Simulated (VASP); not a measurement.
Energy against volume of CsPbBr$_{3}$ (cubic perovskite). All values below come from r2SCAN meta-GGA, VASP's PBE PAW potentials (set 64) (plane waves; VASP 6.6.1). Settings: 520 eV cut-off, 4×4×4 Γ-centred mesh, Gaussian smearing of 0.050 eV, potentials Cs_sv Pb_d Br.

```json
[
 {"V (Å³/atom)": "39.502", "E (eV/atom)": "-25.68007"},
 {"V (Å³/atom)": "40.762", "E (eV/atom)": "-25.68883"},
 {"V (Å³/atom)": "42.023", "E (eV/atom)": "-25.69161"},
 {"V (Å³/atom)": "43.284", "E (eV/atom)": "-25.68935"}
]
```

**Question.** Fit these four points and predict the energy of the run at 44.545 Å³/atom.

**Answer.** A cubic in V^(−2/3), the third-order Birch-Murnaghan form, passes through the four points with V0 = 42.05 Å³/atom and B0 = 21 GPa, and gives -25.6829 eV/atom there. The run gave -25.6829 eV/atom, -0.0 meV/atom from the fit; all five points give B0 = 21 GPa.

The compound is CsPbBr3 in the cubic perovskite structure, the ideal cubic form; the compound distorts at low or room temperature. It was relaxed first.
